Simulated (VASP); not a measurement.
Wanted: the native input for a VASP 6.6.1 run.

```
Task                   : relaxation of cell and atoms
Functional             : PBE
Potentials or basis    : VASP PAW PBE potentials, release 64 (In_d, Ga_d, O)
Cutoff                 : 520 eV
k mesh                 : 4 × 4 × 4
Occupations            : gaussian, width 0.15 eV
Spin                   : no spin polarisation
Further INCAR settings : PREC = Normal; ALGO = Fast; EDIFF = 0.0001; IBRION = 2; EDIFFG = -0.08; NSW = 24; ISIF = 3
```

The structure of InGaO lies in POSCAR:

```
InGaO
1.0
    4.1318464700      0.0000000000      0.0000000000
   -2.0659232300      3.5782840000      0.0000000000
    0.0000000000      0.0000000000      3.5878650900
In Ga O
1 1 1
Direct
    0.0000000000      0.0000000000      0.0000000000
    0.6666666700      0.3333333300      0.5000000000
    0.3333333300      0.6666666700      0.5000000000
```

The cell was built by a generator and needn't be a form met in nature.

The input as run:

INCAR

```
SYSTEM = InGaO
PREC     = Normal         ! precision mode
ENCUT    = 520            ! plane-wave cutoff, eV
EDIFF    = 1E-4           ! SCF threshold, eV
ISMEAR   = 0              ! smearing method
SIGMA    = 0.15           ! smearing width, eV
LREAL    = .FALSE.        ! projectors in reciprocal space
LASPH    = .TRUE.         ! aspherical terms in the spheres
NELM     = 60             ! most SCF steps
ALGO     = Fast           ! electronic algorithm
ISIF     = 3              ! what is computed and relaxed
LWAVE    = .FALSE.        ! write WAVECAR
LCHARG   = .FALSE.        ! write CHGCAR
GGA      = PE             ! functional
IBRION   = 2              ! ionic algorithm
NSW      = 24             ! ionic steps
EDIFFG   = -0.08          ! ionic threshold
```

KPOINTS

```
regular mesh
0
G
  4 4 4
  0 0 0
```

Potentials or basis: VASP PAW PBE potentials, release 64 (In_d, Ga_d, O).

Run with:

```console
$ cat potpaw_PBE.64/In_d/POTCAR potpaw_PBE.64/Ga_d/POTCAR potpaw_PBE.64/O/POTCAR > POTCAR
$ mpirun -np 1 vasp_std > vasp.out
```

Results of the run:

- Relaxed volume: 17.73 Å³/atom
- Relaxed cell: a = 3.612 Å, b = 3.612 Å, c = 4.709 Å, α = 90.00°, β = 90.00°, γ = 120.00°
- Space group after relaxing (to 0.05 Å): P-6m2 (No. 187)
- Energy gained by relaxing: 148.2 meV/atom
- Ionic steps: 16
- Pressure after relaxing: 0.1 GPa
- Band gap on the k mesh: none (metal or under the smearing width)

Caveat: the k mesh is coarse (spacing up to 0.44 Å⁻¹), so the values aren't converged.

Run time: 51 s on 1 thread of Intel(R) Xeon(R) Platinum 8488C (Sapphire Rapids) (shared host), peak memory 0.14 GiB.
